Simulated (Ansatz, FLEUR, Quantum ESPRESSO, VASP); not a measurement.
## One calculation of Ti, 4 ways

```
Ti
1.0
     2.95000    0.00000    0.00000
    -1.47500    2.55477    0.00000
     0.00000    0.00000   26.71500
Ti
6
Cartesian
  1.4750 0.8516 7.5000
  0.0000 1.7032 9.8430
  1.4750 0.8516 12.1860
  0.0000 1.7032 14.5290
  1.4750 0.8516 16.8720
  0.0000 1.7032 19.2150
```

Alike in all runs: functional PBE; k mesh 10 × 10 × 1; occupations fermi-dirac, width 0.05 eV; no spin polarisation; no spin-orbit coupling.

| program and potentials | plane-wave cutoff (eV) | notes | largest force (eV/Å) |
| --- | --- | --- | --- |
| Ansatz, Ansatz PAW | 420 | - | 0.614 |
| Quantum ESPRESSO, PseudoDojo 0.4.1 SR PBE standard | 1143 | - | 0.611 |
| FLEUR, all-electron, FLAPW | - | - | ? |
| VASP, PBE PAW files Ti_sv, 520 eV | 520 | - | 0.625 |

Q: Estimate from the other rows what the run with FLEUR, all-electron, FLAPW gave.

A: Largest force 0.633 eV/Å. The other rows, which needn't bracket it: largest force 0.611 to 0.625.
